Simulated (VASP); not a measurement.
## LiH20ClO10: single point with LDA

Crystal: LiH20ClO10.

```
O H Li Cl
1.0
     7.00680    0.00000    0.00000
     0.00000    7.00680    0.00000
     0.00000    0.00000    7.00680
O H Li Cl
10 20 1 1
Direct
  0.45943 0.94330 0.98210
  0.79009 0.50615 0.80109
  0.56328 0.57312 0.13073
  0.76654 0.64566 0.42634
  0.13620 0.44510 0.44314
  0.32607 0.11506 0.36764
  0.84424 0.16680 0.68621
  0.58283 0.92517 0.61125
  0.79404 0.96956 0.24321
  0.39330 0.56054 0.69595
  0.50988 0.81568 0.02117
  0.33406 0.91620 0.93629
  0.90348 0.58692 0.81916
  0.83366 0.36930 0.77530
  0.66040 0.51843 0.05359
  0.61936 0.56736 0.26209
  0.86383 0.55573 0.46429
  0.68596 0.65705 0.54463
  0.24415 0.46952 0.54566
  0.16600 0.52753 0.34434
  0.25344 0.24012 0.39028
  0.23242 0.04400 0.29038
  0.95777 0.11539 0.74900
  0.74092 0.05319 0.65940
  0.52602 0.91994 0.74214
  0.47768 0.99184 0.53831
  0.88180 0.94150 0.12765
  0.80094 0.84549 0.31499
  0.29991 0.60294 0.78823
  0.52425 0.53301 0.74696
  0.57947 0.08900 0.18167
  0.07907 0.81364 0.92606
```

The cell was built by a generator and needn't be a form met in nature.

* Program: VASP 6.6.1
* Task: single point
* Functional: LDA
* Potentials or basis: VASP PAW LDA potentials, release 64 (O, H, Li_sv, Cl)
* Cutoff: 520 eV
* k mesh: 1 × 1 × 1
* Occupations: fermi-dirac, width 0.05 eV
* Spin: no spin polarisation
* Dipole correction: no
* Further INCAR settings: LREAL = Auto; ALGO = Normal; EDIFF = 1e-07; NBANDS = 67

```yaml
Largest_force: 3.737 eV/Å
Band_gap_on_the_k_mesh: 4.17 eV, direct
```

Forces in eV/Å, atoms in the order of the input:
```
O    2.731  0.313  0.466
O   -0.575 -0.191  0.327
O   -1.574  0.476  0.856
O   -1.126  0.155  0.562
O    0.466 -2.083  3.067
O   -0.102  0.269 -0.466
O   -0.538 -0.613  0.147
O   -0.745  0.503  0.084
O    1.321 -0.363 -1.568
O    0.608 -0.717 -1.162
H    0.050 -0.388  0.377
H   -2.373 -0.318 -0.292
H    0.108  0.495  0.219
H   -0.540 -0.223 -0.533
H    1.368 -0.520 -1.683
H    0.136  0.548 -0.013
H    1.158 -0.800  0.188
H    0.458  0.491 -0.596
H   -0.744  0.221 -0.666
H    0.747  1.966 -2.408
H    0.153 -0.101  0.182
H    0.220 -0.198  0.164
H   -0.076 -0.584 -0.131
H    0.965  1.156  0.056
H    0.242 -0.078  0.270
H    0.398 -0.150 -0.177
H   -0.728  0.200  1.011
H   -0.237 -0.025  0.385
H   -0.223  0.508  1.041
H   -0.437  0.051  0.290
Li  -0.763  0.138  0.078
Cl  -0.350 -0.136 -0.075
```

Levels at points of the mesh, in eV from the valence-band top:
| k point | band 42 | band 43 | band 44 | band 45 | band 46 | band 47 | band 48 | band 49 |
| --- | --- | --- | --- | --- | --- | --- | --- | --- |
| (0.00, 0.00, 0.00) | -0.48 | -0.36 | -0.24 | 0.00 | 4.17 | 6.71 | 7.19 | 7.38 |

Wall time 49 s on 1 thread of Intel(R) Xeon(R) Platinum 8259CL CPU @ 2.50GHz (Skylake/Cascade Lake) (shared host), peak memory 0.29 GiB.
